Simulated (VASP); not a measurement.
Calculation: PBEsol GGA, VASP's PBE PAW potentials (set 64) (plane waves; VASP).

The input files of a VASP run:

**POSCAR**
```
BaAlGeH
1
    4.3405415657     0.0000000000     0.0000000000
   -2.1702707829     3.7590188277    -0.0000000000
    0.0000000000    -0.0000000000     5.0836651227
Ba Al Ge H
1 1 1 1
Direct
  0.3333330000   0.6666670000   0.0980703717
  0.0000000000   1.0000000000   0.6350267792
  0.6666670000   0.3333330000   0.5554382260
  0.0000000000   1.0000000000   0.9774646231
```

**INCAR**
```
LMAXMIX  =  4   # l cut-off of mixed one-centre charges
LASPH  =  .TRUE.
SYSTEM  =  BaAlGeH
NELM  =  100   # most electronic steps
ISMEAR  =  0   # Gaussian
LCHARG  =  .FALSE.
EDIFF  =  1E-7   # SCF stop (eV)
LWAVE  =  .FALSE.
LORBIT  =  11   # lm-projected
SIGMA  =  0.05
ALGO  =  Normal
ICHARG  =  11
ENCUT  =  400
PREC  =  Accurate
LREAL  =  .FALSE.
GGA  =  PS
```

### KPOINTS
```
k-points along high-symmetry lines
10
Line-mode
Reciprocal
  0.000000   0.000000   0.000000 ! GAMMA
  0.500000   0.000000   0.000000 ! M

  0.500000   0.000000   0.000000 ! M
  0.333333   0.333333   0.000000 ! K

  0.333333   0.333333   0.000000 ! K
  0.000000   0.000000   0.000000 ! GAMMA

  0.000000   0.000000   0.000000 ! GAMMA
  0.000000   0.000000   0.500000 ! A

  0.000000   0.000000   0.500000 ! A
  0.500000   0.000000   0.500000 ! L

  0.500000   0.000000   0.500000 ! L
  0.333333   0.333333   0.500000 ! H

  0.333333   0.333333   0.500000 ! H
  0.000000   0.000000   0.500000 ! A

  0.500000   0.000000   0.500000 ! L
  0.500000   0.000000   0.000000 ! M

  0.333333   0.333333   0.500000 ! H
  0.333333   0.333333   0.000000 ! K
```

POTCAR, in this order: Ba_sv Al Ge_d H (PBE.64 set). Program: vasp_std. Read from the step before: CHGCAR.

What VASP printed:

**OUTCAR**
```
 ion  position               nearest neighbor table
   1  0.333  0.667  0.098-   4 2.58   4 2.58   4 2.58   3 3.42   3 3.42   3 3.42   2 3.44   2 3.44
                             2 3.44   2 3.71   2 3.71   2 3.71   3 3.73   3 3.73   3 3.73
   2  0.000  0.000  0.635-   4 1.74   3 2.54   3 2.54   3 2.54   1 3.44   1 3.44   1 3.44   1 3.71
                             1 3.71   1 3.71
   3  0.667  0.333  0.555-   2 2.54   2 2.54   2 2.54   1 3.42   1 3.42   1 3.42   1 3.73   1 3.73
                             1 3.73
   4  0.000  0.000  0.977-   2 1.74   1 2.58   1 2.58   1 2.58
  LATTYP: Found a hexagonal cell.
 ALAT       =     4.3405415657
 C/A-ratio  =     1.1712052622
 Subroutine PRICEL returns:
 Original cell was already a primitive cell.
 Subroutine GETGRP returns: Found  6 space group operations
The static configuration has the point symmetry C_3v.
The dynamic configuration has the point symmetry C_3v.
 Subroutine INISYM returns: Found  6 space group operations
   k-points           NKPTS =     90   k-points in BZ     NKDIM =     90   number of bands    NBANDS=     18
   number of dos      NEDOS =    301   number of ions     NIONS =      4
   total plane-waves  NPLWV =  28224
   dimension x,y,z NGX =    28 NGY =   28 NGZ =   36
   dimension x,y,z NGXF=    56 NGYF=   56 NGZF=   72
   ions per type =               1   1   1   1
   PREC   = accura    normal or accurate (medium, high low for compatibility)
   ISTART =      0    job   : 0-new  1-cont  2-samecut
...
```

File OSZICAR:
```
       N       E                     dE             d eps       ncg     rms          rms(c)
DAV:   1     0.190361275008E+03    0.19036E+03   -0.11593E+04  3408   0.218E+03
DAV:   2     0.685011222120E+01   -0.18351E+03   -0.17867E+03  3596   0.460E+02
DAV:   3    -0.145654803937E+02   -0.21416E+02   -0.21045E+02  3766   0.126E+02
DAV:   4    -0.158637624594E+02   -0.12983E+01   -0.12958E+01  5250   0.264E+01
DAV:   5    -0.158833566861E+02   -0.19594E-01   -0.19585E-01  4142   0.292E+00
DAV:   6    -0.158841723659E+02   -0.81568E-03   -0.81564E-03  5322   0.469E-01
DAV:   7    -0.158841785661E+02   -0.62002E-05   -0.62001E-05  4164   0.433E-02
DAV:   8    -0.158841787528E+02   -0.18673E-06   -0.18666E-06  5230   0.770E-03
DAV:   9    -0.158841787539E+02   -0.11055E-08   -0.11810E-08  3368   0.607E-04
   1 F= -.15884179E+02 E0= -.15884179E+02  d E =-.109933E-19
```

File OUTCAR:
```
 val. band max:        3.7645945787   @ k =   0.0556   0.0000   0.5000

 cond. band min:       4.4556286273   @ k =   0.5000   0.0000   0.1111



 k-point     1 :       0.0000    0.0000    0.0000
  band No.  band energies     occupation
      1     -23.4565      2.00000
      2     -19.6098      2.00000
      3     -19.6098      2.00000
      4     -19.5682      2.00000
      5     -19.5682      2.00000
      6     -19.5655      2.00000
      7      -8.8716      2.00000
      8      -8.4794      2.00000
      9      -8.4794      2.00000
     10      -5.6542      2.00000
     11      -0.4854      2.00000
     12       2.9945      2.00000
     13       3.1374      2.00000
     14       3.1375      2.00000
     15       4.7675      0.00000
     16       7.0186      0.00000
     17       7.0186      0.00000
     18       8.0966      0.00000

 k-point     2 :       0.0556    0.0000    0.0000
  band No.  band energies     occupation
      1     -23.4550      2.00000
      2     -19.6098      2.00000
      3     -19.6096      2.00000
      4     -19.5682      2.00000
      5     -19.5682      2.00000
      6     -19.5654      2.00000
      7      -8.8673      2.00000
      8      -8.5085      2.00000
      9      -8.4837      2.00000
     10      -5.6123      2.00000
     11      -0.5064      2.00000
     12       2.8931      2.00000
     13       3.0290      2.00000
     14       3.1187      2.00000
     15       5.0125      0.00000
     16       6.8249      0.00000
     17       7.0107      0.00000
     18       7.8997      0.00000

 k-point     3 :       0.1111    0.0000    0.0000
  band No.  band energies     occupation
      1     -23.4507      2.00000
      2     -19.6098      2.00000
      3     -19.6093      2.00000
      4     -19.5683      2.00000
      5     -19.5682      2.00000
      6     -19.5652      2.00000
      7      -8.8551      2.00000
      8      -8.5887      2.00000
      9      -8.4960      2.00000
     10      -5.4922      2.00000
...
```

The density is held fixed in this step, so its total energy and stress have no physical meaning. Unless said otherwise, spin-orbit coupling is left out, though it shifts the bands of the heavy elements here.

The structure comes from a computed database's BaAlGeH entry (P3m1); how it stands against other phases isn't given here. It was relaxed first, which changed the volume by -5 %.
